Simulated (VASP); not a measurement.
Output of a VASP run:

**OSZICAR**
```
       N       E                     dE             d eps       ncg     rms          rms(c)
DAV:   1     0.939650212224E+02    0.93965E+02   -0.81364E+03  2680   0.120E+03
DAV:   2    -0.759222519646E+01   -0.10156E+03   -0.97002E+02  2721   0.345E+02
DAV:   3    -0.876808599668E+01   -0.11759E+01   -0.11720E+01  3054   0.425E+01
DAV:   4    -0.877491847694E+01   -0.68325E-02   -0.68317E-02  2877   0.333E+00
DAV:   5    -0.877501992482E+01   -0.10145E-03   -0.10145E-03  3018   0.381E-01    0.111E+01
DAV:   6    -0.816186682533E+01    0.61315E+00   -0.14290E+00  2739   0.177E+01    0.342E+00
DAV:   7    -0.813974523676E+01    0.22122E-01   -0.25319E-02  3042   0.201E+00    0.161E+00
DAV:   8    -0.813470257691E+01    0.50427E-02   -0.40609E-03  2754   0.103E+00    0.189E-01
DAV:   9    -0.813455708435E+01    0.14549E-03   -0.10394E-04  3063   0.163E-01    0.304E-02
DAV:  10    -0.813456280164E+01   -0.57173E-05   -0.26763E-06  2689   0.234E-02    0.294E-03
DAV:  11    -0.813456287130E+01   -0.69658E-07   -0.22718E-07  1551   0.710E-03
   1 F= -.81345629E+01 E0= -.81345002E+01  d E =-.813456E+01
       N       E                     dE             d eps       ncg     rms          rms(c)
DAV:   1    -0.967552887361E+01   -0.15410E+01   -0.23689E+01  2772   0.794E+01    0.116E+01
DAV:   2    -0.812979461066E+01    0.15457E+01   -0.34976E+00  2721   0.289E+01    0.181E+00
DAV:   3    -0.809739333610E+01    0.32401E-01   -0.90529E-02  2916   0.432E+00    0.124E+00
DAV:   4    -0.809944827006E+01   -0.20549E-02   -0.70088E-03  2829   0.113E+00    0.315E-01
DAV:   5    -0.810012621820E+01   -0.67795E-03   -0.68640E-04  2994   0.322E-01    0.365E-02
DAV:   6    -0.810006961770E+01    0.56601E-04   -0.21097E-05  2829   0.658E-02    0.634E-03
DAV:   7    -0.810006870564E+01    0.91205E-06   -0.99926E-07  2019   0.161E-02
   2 F= -.81000687E+01 E0= -.81000217E+01  d E =0.344942E-01
       N       E                     dE             d eps       ncg     rms          rms(c)
DAV:   1    -0.902382908726E+01   -0.92376E+00   -0.13355E+01  2763   0.621E+01    0.644E+00
DAV:   2    -0.814139522645E+01    0.88243E+00   -0.21639E+00  2715   0.221E+01    0.178E+00
DAV:   3    -0.813749173290E+01    0.39035E-02   -0.22717E-02  2976   0.200E+00    0.948E-01
DAV:   4    -0.813939171493E+01   -0.19000E-02   -0.41123E-03  2799   0.825E-01    0.154E-01
DAV:   5    -0.813962808373E+01   -0.23637E-03   -0.21294E-04  3048   0.169E-01    0.372E-02
DAV:   6    -0.813960759775E+01    0.20486E-04   -0.11217E-05  2763   0.531E-02    0.467E-03
DAV:   7    -0.813960729530E+01    0.30246E-06   -0.73058E-08  1725   0.358E-03
   3 F= -.81396073E+01 E0= -.81395505E+01  d E =-.504442E-02
       N       E                     dE             d eps       ncg     rms          rms(c)
DAV:   1    -0.813965444589E+01   -0.46848E-04   -0.69611E-04  2775   0.438E-01    0.501E-02
DAV:   2    -0.813960770201E+01    0.46744E-04   -0.10986E-04  2730   0.159E-01    0.854E-03
DAV:   3    -0.813960758775E+01    0.11426E-06   -0.15949E-06  1891   0.178E-02
   4 F= -.81396076E+01 E0= -.81395508E+01  d E =-.504472E-02
```

**OUTCAR**
```
------------------------ aborting loop because EDIFF is reached ----------------------------------------
  FORCE on cell =-STRESS in cart. coord.  units (eV):
  Direction    XX          YY          ZZ          XY          YZ          ZX
  --------------------------------------------------------------------------------------
  Total        0.0042187      0.0042187      0.0042187      0.0000000      0.0000000      0.0000000
  in kB        0.5026745      0.5026745      0.5026745      0.0000000      0.0000000      0.0000000
  external PRESSURE =       0.5026745 kB  Pullay stress =       0.0000000 kB
  volume of cell :       13.45
      direct lattice vectors                 reciprocal lattice vectors
     0.000000000  1.887366861  1.887366861    -0.264919349  0.264919349  0.264919349
     1.887366861  0.000000000  1.887366861     0.264919349 -0.264919349  0.264919349
     1.887366861  1.887366861  0.000000000     0.264919349  0.264919349 -0.264919349
 POSITION                                       TOTAL-FORCE (eV/Angst)
 -----------------------------------------------------------------------------------
      3.77473      3.77473      3.77473         0.000000      0.000000      0.000000
 -----------------------------------------------------------------------------------
    total drift:                               -0.000000     -0.000000     -0.000000
  FREE ENERGIE OF THE ION-ELECTRON SYSTEM (eV)
  ---------------------------------------------------
  free  energy   TOTEN  =        -8.1396075877 eV

  energy  without entropy=       -8.1394372455  energy(sigma->0) =       -8.13955081

 reached required accuracy - stopping structural energy minimisation
```
(Selected blocks of OUTCAR.)

File POSCAR:
```
Rh
1
    0.0000000000     1.9000000000     1.9000000000
    1.9000000000     0.0000000000     1.9000000000
    1.9000000000     1.9000000000     0.0000000000
Rh
1
Direct
  0.0000000000   0.0000000000   0.0000000000
```

### Question
Reconstruct the remaining input files.

### Answer
This is not unique; one that fits is the input of the run itself, PBEsol GGA, plane waves, VASP's PBE PAW potentials (set 64).

INCAR:
```
SYSTEM = Rh
PREC = Accurate
ENCUT = 400
EDIFF = 1E-6
NELM = 100
ALGO = Normal
LREAL = .FALSE.
LASPH = .TRUE.
ISMEAR = 1
SIGMA = 0.1
GGA = PS
LMAXMIX = 4
LWAVE = .FALSE.
LCHARG = .FALSE.
IBRION = 2
ISIF = 3
NSW = 60
EDIFFG = -0.01
```

### KPOINTS
```
K-points
0
G
  15 15 15
0 0 0
```

POTCAR, in this order: Rh_pv (PBE.64 set). Program: vasp_std.

The compound is Rh in the fcc structure. This run relaxes it. Symmetry was kept, so distortions that lower it aren't found.
